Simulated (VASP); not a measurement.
All values below come from PBEsol GGA, VASP's PBE PAW potentials (set 64) (plane waves; VASP 6.6.1).

The input files of a VASP run:

**POSCAR**
```
CeO2(110) slab
1.0
  3.8166743866   0.0000000000   0.0000000000
  0.0000000000   5.3975922380   0.0000000000
  0.0000000000   0.0000000000  26.4156198646
Ce O
6 12
Direct
  0.0000000000   0.0000000000   0.3254305779
  0.5000000000   0.5000000000   0.3877651813
  0.0000000000   0.0000000000   0.4656816212
  0.5000000000   0.5000000000   0.5343183788
  0.0000000000   0.0000000000   0.6122348187
  0.5000000000   0.5000000000   0.6745694221
  0.5000000000   0.2368670347   0.3203621048
  0.0000000000   0.2489777976   0.3914801206
  0.0000000000   0.7510222024   0.3914801206
  0.5000000000   0.7631329653   0.3203621048
  0.5000000000   0.2496968866   0.4635274712
  0.0000000000   0.2503031134   0.5364725288
  0.0000000000   0.7496968866   0.5364725288
  0.5000000000   0.7503031134   0.4635274712
  0.5000000000   0.2510222024   0.6085198794
  0.0000000000   0.2631329653   0.6796378952
  0.0000000000   0.7368670347   0.6796378952
  0.5000000000   0.7489777976   0.6085198794
```

### KPOINTS
```
Automatic mesh
0
Gamma
5 4 1
0 0 0
```

### INCAR
```
# general
SYSTEM   =  CeO2(110) slab
PREC     =  Normal
ENCUT    =  450
LREAL    =  Auto
LASPH    =  .True.   # aspherical one-centre terms

# electronic loop
EDIFF    =  1E-6   # SCF stop (eV)
NELM     =  100   # most electronic steps
NELMIN   =  4
ALGO     =  Normal   # blocked Davidson
LMAXMIX  =  6   # l cut-off of mixed one-centre charges

# smearing
ISMEAR   =  0   # Gaussian
SIGMA    =  0.05   # width (eV)

# functional
GGA      =  PS   # PBEsol

# output
LWAVE    =  .False.
LCHARG   =  .False.
LORBIT   =  11   # lm-projected
LVHAR    =  .True.

# other
LDIPOL   =  .True.
IDIPOL   =  3
DIPOL    =  0.5 0.5 0.5
```

POTCAR, in this order: Ce O (PBE.64 set). Program: vasp_std. Read from the step before: WAVECAR.

The run wrote:

**OSZICAR**
```
       N       E                     dE             d eps       ncg     rms          rms(c)
DAV:   1    -0.162370999981E+03   -0.16237E+03   -0.97991E-04  2568   0.137E-01    0.113E-01
DAV:   2    -0.162371232844E+03   -0.23286E-03   -0.59645E-03  2432   0.332E-01    0.212E-01
DAV:   3    -0.162370896886E+03    0.33596E-03   -0.24660E-03  2520   0.223E-01    0.183E-02
DAV:   4    -0.162370902380E+03   -0.54946E-05   -0.64852E-05  2376   0.326E-02    0.639E-03
DAV:   5    -0.162370902315E+03    0.65254E-07   -0.21863E-06  1312   0.891E-03
   1 F= -.16237090E+03 E0= -.16237090E+03  d E =-.150992E-14
```

OUTCAR:
```
------------------------ aborting loop because EDIFF is reached ----------------------------------------
  FORCE on cell =-STRESS in cart. coord.  units (eV):
  Direction    XX          YY          ZZ          XY          YZ          ZX
  --------------------------------------------------------------------------------------
  Total      -11.0351470     -0.4456144     -2.8093005      0.0000000      0.0000000      0.0000000
  in kB      -32.4894767     -1.3119696     -8.2710909      0.0000000      0.0000000      0.0000000
  external PRESSURE =     -14.0241791 kB  Pullay stress =       0.0000000 kB
  volume of cell :      544.18
      direct lattice vectors                 reciprocal lattice vectors
     3.816674387  0.000000000  0.000000000     0.262008204  0.000000000  0.000000000
     0.000000000  5.397592238  0.000000000     0.000000000  0.185267793  0.000000000
     0.000000000  0.000000000 26.415619865     0.000000000  0.000000000  0.037856390
 POSITION                                       TOTAL-FORCE (eV/Angst)
 -----------------------------------------------------------------------------------
      0.00000      0.00000      8.59645         0.000000      0.000000      0.013452
      1.90834      2.69880     10.24306         0.000000      0.000000      0.009152
      0.00000      0.00000     12.30127         0.000000      0.000000      0.009266
      1.90834      2.69880     14.11435         0.000000      0.000000     -0.009266
      0.00000      0.00000     16.17256         0.000000      0.000000     -0.009152
      1.90834      2.69880     17.81917         0.000000      0.000000     -0.013452
      1.90834      1.27851      8.46256        -0.000000      0.003328      0.008513
      0.00000      1.34388     10.34119         0.000000     -0.002008     -0.005040
      0.00000      4.05371     10.34119         0.000000      0.002008     -0.005040
      1.90834      4.11908      8.46256         0.000000     -0.003328      0.008513
      1.90834      1.34776     12.24437        -0.000000     -0.002540      0.000477
      0.00000      1.35103     14.17125         0.000000      0.002540     -0.000477
      0.00000      4.04656     14.17125        -0.000000     -0.002540     -0.000477
      1.90834      4.04983     12.24437         0.000000      0.002540      0.000477
      1.90834      1.35492     16.07443         0.000000      0.002008      0.005040
      0.00000      1.42028     17.95306         0.000000     -0.003328     -0.008513
      0.00000      3.97731     17.95306         0.000000      0.003328     -0.008513
      1.90834      4.04268     16.07443         0.000000     -0.002008      0.005040
 -----------------------------------------------------------------------------------
    total drift:                                0.000000      0.000000      0.000000
  FREE ENERGIE OF THE ION-ELECTRON SYSTEM (eV)
  ---------------------------------------------------
  free  energy   TOTEN  =      -162.3709023152 eV

  energy  without entropy=     -162.3709023152  energy(sigma->0) =     -162.37090232

 total charge

# of ion       s       p       d       f       tot
--------------------------------------------------
    1        2.014   5.753   0.987   1.021   9.775
    2        2.005   5.793   0.917   0.964   9.679
    3        2.006   5.795   0.918   0.963   9.681
    4        2.006   5.795   0.918   0.963   9.681
    5        2.005   5.793   0.917   0.964   9.679
    6        2.014   5.753   0.987   1.021   9.775
    7        1.586   3.385   0.000   0.000   4.971
    8        1.584   3.444   0.000   0.000   5.028
    9        1.584   3.444   0.000   0.000   5.028
   10        1.586   3.385   0.000   0.000   4.971
   11        1.582   3.423   0.000   0.000   5.005
   12        1.582   3.423   0.000   0.000   5.005
   13        1.582   3.423   0.000   0.000   5.005
   14        1.582   3.423   0.000   0.000   5.005
   15        1.584   3.444   0.000   0.000   5.028
   16        1.586   3.385   0.000   0.000   4.971
   17        1.586   3.385   0.000   0.000   4.971
   18        1.584   3.444   0.000   0.000   5.028
--------------------------------------------------
tot         31.056  75.691   5.644   5.896 118.288
```
(Selected blocks of OUTCAR.)

### OUTCAR
```
 val. band max:       -0.4259436921   @ k =   0.4000   0.0000   0.0000

 cond. band min:       1.2495867659   @ k =   0.4000   0.0000   0.0000


 Fermi energy:        -0.1596280103

 k-point     1 :       0.0000    0.0000    0.0000
  band No.  band energies     occupation
      1     -33.2105      2.00000
      2     -33.1972      2.00000
      3     -33.0563      2.00000
      4     -32.9164      2.00000
      5     -32.8692      2.00000
      6     -32.8534      2.00000
      7     -19.5097      2.00000
      8     -19.2468      2.00000
      9     -18.7742      2.00000
     10     -18.6804      2.00000
     11     -18.5226      2.00000
     12     -18.0016      2.00000
     13     -17.9367      2.00000
     14     -17.2343      2.00000
     15     -17.0279      2.00000
     16     -17.0188      2.00000
     17     -16.4710      2.00000
     18     -16.1010      2.00000
     19     -15.9348      2.00000
     20     -15.8884      2.00000
     21     -15.7152      2.00000
     22     -15.5958      2.00000
     23     -15.4759      2.00000
     24     -15.3796      2.00000
     25     -15.3226      2.00000
     26     -15.3100      2.00000
     27     -15.1962      2.00000
     28     -15.0878      2.00000
     29     -14.6107      2.00000
     30     -14.5467      2.00000
     31     -14.2527      2.00000
     32     -13.9483      2.00000
     33     -13.7378      2.00000
     34     -13.3223      2.00000
     35     -12.5498      2.00000
     36     -12.1538      2.00000
     37      -4.6491      2.00000
     38      -4.5886      2.00000
     39      -4.5776      2.00000
     40      -4.3879      2.00000
     41      -4.3730      2.00000
     42      -4.0701      2.00000
     43      -3.9076      2.00000
     44      -3.7329      2.00000
     45      -3.5474      2.00000
     46      -3.4947      2.00000
     47      -3.3706      2.00000
     48      -2.8702      2.00000
     49      -2.7211      2.00000
     50      -2.5834      2.00000
     51      -2.5799      2.00000
...
```

At this cut-off the stress carries a Pulay error, which pulls relaxed volumes low.

The cell is a thin slab with vacuum, built from CeO2 (fluorite): (110) face. The run is not spin-polarised, so no magnetic state was tried.
